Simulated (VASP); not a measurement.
Here is the system:

```
CdTe
1.0
    0.00000     3.26082     3.26082
    3.26082     0.00000     3.26082
    3.26082     3.26082     0.00000
Cd Te
1 1
Direct
  0.00000   0.00000   0.00000
  0.25000   0.25000   0.25000
```

These are vdW-DF-cx, VASP's PBE PAW potentials (set 64) (plane waves; VASP) values and carry that method's errors. Run with 520 eV cut-off, 7×7×7 Γ-centred mesh, Gaussian smearing of 0.050 eV, potentials Cd Te.

Problem. Give the energy at these volumes per atom, relative to the lowest: 32.60, 33.64, 34.68, 35.72, 36.76 Å³.

Solution. 17.5, 4.1, 0.0, 3.7, 14.0 meV/atom. A third-order Birch-Murnaghan fit gives B0 = 40.0 GPa and B0′ = 4.8.

Measured: bulk modulus 43.7 GPa (computed value off by -8.4 %), as given by Elmahjoubi et al., (2023), arXiv:2303.01780; a 6.480 Å (computed value off by +0.6 %), as given by M J Lucero et al., Journal of Physics Condensed Matter (2012), arXiv:1111.4515. The calculation is for a static lattice, while the measured bulk modulus, a hold thermal and zero-point effects, which are part of the difference.

The compound is CdTe in the zinc blende structure. It was relaxed first.
